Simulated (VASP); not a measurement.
Level of theory: revPBE GGA, VASP's PBE PAW potentials (set 64) (plane waves; VASP 6.6.1).

A VASP calculation is set up with these files.

File KPOINTS:
```
K-points
0
Gamma
1 3 2
```

### INCAR
```
SYSTEM = Sb2Se3
PREC = Accurate; ENCUT = 300; LREAL = Auto
LASPH = .TRUE.
EDIFF = 1E-6; NELM = 100; ALGO = Normal
LMAXMIX = 4
ISMEAR = 0; SIGMA = 0.01
GGA = RE
ISIF = 2
LWAVE = .FALSE.; LCHARG = .FALSE.
```

File POSCAR:
```
Sb2Se3
1
   12.3620700000     0.0000000000     0.0000000000
    0.0000000000     4.0015600000     0.0000000000
    0.0000000000     0.0000000000    11.7136300000
Sb Se
8 12
Direct
  0.1403200000   0.7500000000   0.0380900000
  0.8596800000   0.2500000000   0.9619100000
  0.3596800000   0.2500000000   0.5380900000
  0.6403200000   0.7500000000   0.4619100000
  0.0338100000   0.2500000000   0.3295900000
  0.9661900000   0.7500000000   0.6704100000
  0.4661900000   0.7500000000   0.8295900000
  0.5338100000   0.2500000000   0.1704100000
  0.9483500000   0.7500000000   0.1275300000
  0.0516500000   0.2500000000   0.8724700000
  0.5516500000   0.2500000000   0.6275300000
  0.4483500000   0.7500000000   0.3724700000
  0.2053300000   0.2500000000   0.1921000000
  0.7946700000   0.7500000000   0.8079000000
  0.2946700000   0.7500000000   0.6921000000
  0.7053300000   0.2500000000   0.3079000000
  0.6273500000   0.7500000000   0.0541000000
  0.3726500000   0.2500000000   0.9459000000
  0.8726500000   0.2500000000   0.5541000000
  0.1273500000   0.7500000000   0.4459000000
```

POTCAR, in this order: Sb Se (PBE.64 set). Program: vasp_std.

Output of the run:

File OSZICAR:
```
       N       E                     dE             d eps       ncg     rms          rms(c)
DAV:   1     0.525271594217E+03    0.52527E+03   -0.30891E+04   536   0.885E+02
DAV:   2    -0.191264667705E+02   -0.54440E+03   -0.52604E+03   664   0.191E+02
DAV:   3    -0.749741473642E+02   -0.55848E+02   -0.55139E+02   632   0.653E+01
DAV:   4    -0.765957077627E+02   -0.16216E+01   -0.16108E+01   696   0.113E+01
DAV:   5    -0.766508931762E+02   -0.55185E-01   -0.55086E-01   688   0.184E+00    0.126E+01
DAV:   6    -0.743306569518E+02    0.23202E+01   -0.66548E+00   661   0.611E+00    0.846E+00
DAV:   7    -0.743611763043E+02   -0.30519E-01   -0.16628E+00   712   0.315E+00    0.272E+00
DAV:   8    -0.743613056717E+02   -0.12937E-03   -0.12268E-01   696   0.103E+00    0.108E+00
DAV:   9    -0.743697104466E+02   -0.84048E-02   -0.20707E-02   632   0.531E-01    0.221E-01
DAV:  10    -0.743709207536E+02   -0.12103E-02   -0.27659E-03   648   0.162E-01    0.104E-01
DAV:  11    -0.743718673277E+02   -0.94657E-03   -0.86694E-04   640   0.997E-02    0.497E-02
DAV:  12    -0.743722249275E+02   -0.35760E-03   -0.41056E-04   632   0.611E-02    0.239E-02
DAV:  13    -0.743723418887E+02   -0.11696E-03   -0.18510E-04   624   0.406E-02    0.127E-02
DAV:  14    -0.743723527843E+02   -0.10896E-04   -0.15898E-05   712   0.111E-02    0.538E-03
DAV:  15    -0.743723605968E+02   -0.78124E-05   -0.14069E-05   600   0.114E-02    0.213E-03
DAV:  16    -0.743723612670E+02   -0.67025E-06   -0.11774E-06   400   0.384E-03
   1 F= -.74372361E+02 E0= -.74372361E+02  d E =-.488115E-21
```

OUTCAR:
```
------------------------ aborting loop because EDIFF is reached ----------------------------------------
  FORCE on cell =-STRESS in cart. coord.  units (eV):
  Direction    XX          YY          ZZ          XY          YZ          ZX
  --------------------------------------------------------------------------------------
  Total        8.9822013     10.5516284      5.6720778      0.0000000     -0.0000000      0.0000000
  in kB       24.8359818     29.1754819     15.6834183      0.0000000     -0.0000000      0.0000000
  external PRESSURE =      23.2316273 kB  Pullay stress =       0.0000000 kB
  volume of cell :      579.44
      direct lattice vectors                 reciprocal lattice vectors
    12.362070000  0.000000000  0.000000000     0.080892601  0.000000000  0.000000000
     0.000000000  4.001560000  0.000000000     0.000000000  0.249902538  0.000000000
     0.000000000  0.000000000 11.713630000     0.000000000  0.000000000  0.085370632
 POSITION                                       TOTAL-FORCE (eV/Angst)
 -----------------------------------------------------------------------------------
      1.73465      3.00117      0.44617         0.187126     -0.000000     -0.084465
     10.62742      1.00039     11.26746        -0.187126     -0.000000      0.084465
      4.44639      1.00039      6.30299        -0.187126     -0.000000     -0.084465
      7.91568      3.00117      5.41064         0.187126     -0.000000      0.084465
      0.41796      1.00039      3.86070        -0.208985     -0.000000     -0.070317
     11.94411      3.00117      7.85293         0.208985      0.000000      0.070317
      5.76307      3.00117      9.71751         0.208985      0.000000     -0.070317
      6.59900      1.00039      1.99612        -0.208985     -0.000000      0.070317
     11.72357      3.00117      1.49384        -0.236390     -0.000000      0.223597
      0.63850      1.00039     10.21979         0.236390      0.000000     -0.223597
      6.81954      1.00039      7.35065         0.236390      0.000000      0.223597
      5.54253      3.00117      4.36298        -0.236390     -0.000000     -0.223597
      2.53830      1.00039      2.25019         0.208171      0.000000     -0.098785
      9.82377      3.00117      9.46344        -0.208171     -0.000000      0.098785
      3.64273      3.00117      8.10700        -0.208171     -0.000000     -0.098785
      8.71934      1.00039      3.60663         0.208171      0.000000      0.098785
      7.75534      3.00117      0.63371         0.141277      0.000000     -0.148949
      4.60673      1.00039     11.07992        -0.141277     -0.000000      0.148949
     10.78776      1.00039      6.49052        -0.141277      0.000000     -0.148949
      1.57431      3.00117      5.22311         0.141277     -0.000000      0.148949
 -----------------------------------------------------------------------------------
    total drift:                                0.000000      0.000000      0.000000
  FREE ENERGIE OF THE ION-ELECTRON SYSTEM (eV)
  ---------------------------------------------------
  free  energy   TOTEN  =       -74.3723612670 eV

  energy  without entropy=      -74.3723612670  energy(sigma->0) =      -74.37236127
```
(Selected blocks of OUTCAR.)

### OUTCAR
```
 val. band max:        3.9340897603   @ k =   0.0000   0.0000   0.0000

 cond. band min:       5.0021112117   @ k =   0.0000   0.0000   0.5000


 Fermi energy:         3.9989759661

 k-point     1 :       0.0000    0.0000    0.0000
  band No.  band energies     occupation
      1      -9.9418      2.00000
      2      -9.7396      2.00000
      3      -9.4051      2.00000
      4      -9.2929      2.00000
      5      -9.1907      2.00000
      6      -9.0444      2.00000
      7      -8.5289      2.00000
      8      -8.3624      2.00000
      9      -8.2901      2.00000
     10      -8.1504      2.00000
     11      -8.1252      2.00000
     12      -8.0783      2.00000
     13      -4.8881      2.00000
     14      -4.7090      2.00000
     15      -4.6038      2.00000
     16      -4.2066      2.00000
     17      -4.1234      2.00000
     18      -4.0872      2.00000
     19      -3.1265      2.00000
     20      -2.8423      2.00000
     21      -0.4500      2.00000
     22      -0.3283      2.00000
     23       0.0849      2.00000
     24       0.2456      2.00000
     25       0.5245      2.00000
     26       0.6531      2.00000
     27       0.7709      2.00000
     28       0.8612      2.00000
     29       1.1051      2.00000
     30       1.1225      2.00000
     31       1.4293      2.00000
     32       1.5366      2.00000
     33       1.5797      2.00000
     34       1.5824      2.00000
     35       1.7854      2.00000
     36       1.8316      2.00000
     37       1.8610      2.00000
     38       1.9209      2.00000
     39       2.1496      2.00000
     40       2.2469      2.00000
     41       2.5225      2.00000
     42       2.6606      2.00000
     43       2.6806      2.00000
     44       2.8565      2.00000
     45       2.9665      2.00000
     46       3.0912      2.00000
     47       3.1236      2.00000
     48       3.2524      2.00000
     49       3.2696      2.00000
     50       3.3184      2.00000
     51       3.4171      2.00000
...
```

Unless said otherwise, spin-orbit coupling is left out, though it shifts the bands of the heavy elements here.

The structure comes from a computed database's Sb2Se3 entry; how it stands against other phases isn't given here. The cell was not relaxed at this level. The k-mesh is coarse (spacing up to 0.52 per Å, 2π included), so the numbers may not be converged in it.
